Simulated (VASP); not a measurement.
A convergence study with VASP on BaTiO3 (space group no. 221 when undisturbed): a few settings are varied, all else stays as given below, so the limit is that of these other settings. One atom is moved off its site, so that forces are finite.

```
BaTiO3
1.0
    4.01200     0.00000     0.00000
    0.00000     4.01200     0.00000
    0.00000     0.00000     4.01200
Ba Ti O
1 1 3
Direct
  0.00000   0.00000   0.01246
  0.50000   0.50000   0.50000
  0.50000   0.00000   0.50000
  0.00000   0.50000   0.50000
  0.50000   0.50000   0.00000
```

Computed with PBE GGA, VASP's PBE PAW potentials (set 64) (plane waves; VASP). The last row used: 400 eV cut-off, 6×6×6 Γ-centred mesh, Fermi-Dirac smearing of 0.010 eV, potentials Ba_sv Ti_sv O.

Unless said otherwise, spin-orbit coupling is left out, though it shifts the bands of the heavy elements here. Gaps are read on the run's mesh, which can miss a band edge.

```csv
setting,E (eV/atom),pressure (GPa),largest force (eV/Å),gap on the mesh (eV),irreducible k-points
EDIFF = 1E-01,-8.0047,4.71,0.325,1.562,40
EDIFF = 1E-02,-8.0032,-2.52,0.319,1.656,40
EDIFF = 1E-03,-8.0028,-2.11,0.321,1.714,40
EDIFF = 1E-04,-8.0027,-2.00,0.321,1.734,40
EDIFF = 1E-05,-8.0027,-2.08,0.321,1.736,40
EDIFF = 1E-06,-8.0027,-2.07,0.321,1.738,40
EDIFF = 1E-07,-8.0027,-2.07,0.321,1.738,40
EDIFF = 1E-08,-8.0027,-2.09,0.321,1.738,40
EDIFF = 1E-10,-8.0027,-2.09,0.321,1.738,40
EDIFF = 1E-12,-8.0027,-2.09,0.321,1.738,40
```

Left out are rungs that failed or repeat a setting and relaxations that didn't move; long series are thinned to 24 rows.

The structure is a typed BaTiO3 crystal (space group no. 221). The cell was not relaxed at this level, it is distorted from the ideal structure.
